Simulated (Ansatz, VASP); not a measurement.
# Au3C: VASP beside Ansatz

```
Au C
1.0
     2.94020    0.00000    0.00000
    -1.47010    2.54629    0.00000
     0.00000    0.00000   21.89749
Au C
3 1
Cartesian
  1.4701 0.8488 4.0000
  0.0000 1.6975 6.4492
  0.0000 0.0000 8.8975
  0.4900 -0.2829 12.7675
```

Alike in both runs: task single point; functional PBE; k mesh 9 × 9 × 1; occupations gaussian, width 0.1 eV; no spin polarisation.

|  | VASP | Ansatz |
| --- | --- | --- |
| version | VASP 6.6.1 | Ansatz 0.2.0 |
| potentials or method | VASP PAW PBE potentials, release 64 (Au, C) | scalar-relativistic, plane waves, PAW |
| plane-wave cutoff (eV) | 520 | 420 |
| valence electrons in the cell | 37 | 61 |

```csv
,VASP,Ansatz,Ansatz less VASP
gap on the k mesh at the Fermi level (eV),none,none,-
rms of the force components (eV/Å),0.063,0.061,-0.0012
"work function, face that differs most (eV)",5.99,6.00,+0.012
```

Atom by atom the forces differ by 0.003 eV/Å (rms over components). A gap of «none» marks a metal or a gap that the smearing closes. The two sets of potentials don't hold the same shells in valence.

Spin-orbit coupling is left out, which matters for the levels of Au.
